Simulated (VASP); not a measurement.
Molecule: COH2, in a box.

```
C O H
1.0
    12.49477    0.00000    0.00000
     0.00000   12.99477    0.00000
     0.00000    0.00000   13.49477
C O H
1 1 2
Direct
  0.50002 0.50379 0.50001
  0.52809 0.41552 0.51412
  0.55097 0.57071 0.52190
  0.42174 0.52279 0.46439
```

Base run:

- Program: VASP 6.6.1
- Functional: RPBE
- Potentials or basis: VASP PAW PBE potentials, release 64 (C, O, H)
- Cutoff: 400 eV
- k mesh: 1 × 1 × 1
- Occupations: gaussian, width 0.01 eV
- Spin: no spin polarisation

Its results: gap between the frontier levels 3.58 eV; largest force 0.388 eV/Å.

Question: The run is repeated on the same cell with these changes: functional from RPBE to PBE. What comes out?

Answer: Gap between the frontier levels 3.52 eV; largest force 0.017 eV/Å.

Caveats: the standard files for N, O and F lose accuracy on very short bonds; the PAW data sets were made with another functional, which shifts forces and pressure a little (some runs).

